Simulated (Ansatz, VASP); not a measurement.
## One calculation of KAl4, two programs

Contents of INCAR:

```
SYSTEM = KAl4
ALGO     = Fast           ! electronic algorithm
EDIFF    = 1E-7           ! SCF threshold, eV
EDIFFG   = -0.01          ! ionic threshold
ENCUT    = 600            ! plane-wave cutoff, eV
GGA      = PE             ! functional
IBRION   = 2              ! ionic algorithm
ISIF     = 3              ! what is computed and relaxed
ISMEAR   = 0              ! smearing method
LASPH    = .TRUE.         ! aspherical terms in the spheres
LCHARG   = .FALSE.        ! write CHGCAR
LREAL    = .FALSE.        ! projectors in reciprocal space
LWAVE    = .FALSE.        ! write WAVECAR
NELM     = 80             ! most SCF steps
NSW      = 100            ! ionic steps
PREC     = Accurate       ! precision mode
SIGMA    = 0.1            ! smearing width, eV
```

Contents of KPOINTS:

```
k-points
0
G
  10 10 4
  0 0 0
```

Contents of POSCAR:

```
KAl4
1.0
    3.7940718289      0.0000000000      0.0000000000
    0.0000000000      3.7940718289      0.0000000000
    0.0000000000      0.0000000000      9.1466535921
K Al
1 4
Direct
    0.0000000000      0.0000000000      0.5000000000
    0.0000000000      0.0000000000      0.1434052730
    0.0000000000      0.0000000000      0.8565947270
    0.5000000000      0.5000000000      0.8397672768
    0.5000000000      0.5000000000      0.1602327232
```

Input for Ansatz:

```yaml
crystal:
  lattice:
    - [3.7940718289, 0.0, 0.0]
    - [0.0, 3.7940718289, 0.0]
    - [0.0, 0.0, 9.1466535921]
  atoms:
    - { symbol: K, position: [0.0, 0.0, 0.5] }
    - { symbol: Al, position: [0.0, 0.0, 0.143405273] }
    - { symbol: Al, position: [0.0, 0.0, 0.856594727] }
    - { symbol: Al, position: [0.5, 0.5, 0.8397672768] }
    - { symbol: Al, position: [0.5, 0.5, 0.1602327232] }
basis:
  ecutwfc: 420
kpoints:
  mp_grid: { grid: [10, 10, 4] }
hamiltonian:
  xc: pbe
scf:
  occupations: { method: gaussian, width: 0.1 }
output:
  forces: true
  stress: true
  eigenvalues: true
  write_density: true
  write_potential: true
  elf: true
  volumetric_format: npy
relax:
  adjacent_minimum: "off"
  f_tol: 0.01
  max_steps: 80
  cell: { stress_tol: 0.05 }
```

Alike in both runs: task relaxation of cell and atoms; functional PBE; k mesh 10 × 10 × 4; occupations gaussian, width 0.1 eV; no spin polarisation.

```csv
,VASP,Ansatz
version,VASP 6.6.1,Ansatz 0.2.0
potentials or method,"VASP PAW PBE potentials, release 64 (K_sv, Al)","scalar-relativistic, plane waves, PAW"
plane-wave cutoff (eV),600,420
valence electrons in the cell,21,21
```

VASP gave:

* gap on the k mesh at the Fermi level, each at its own relaxed structure (eV): none
* relaxed volume (Å³/atom): 27.05
* relaxed cell length with the largest relative difference (Å): 9.132
* energy change over the relaxation (meV/atom): -5

Which values does Ansatz return?

gap on the k mesh at the Fermi level, each at its own relaxed structure (eV): none; relaxed volume (Å³/atom): 27.04; relaxed cell length with the largest relative difference (Å): 9.124; energy change over the relaxation (meV/atom): -5.

A gap of «none» marks a metal or a gap that the smearing closes.
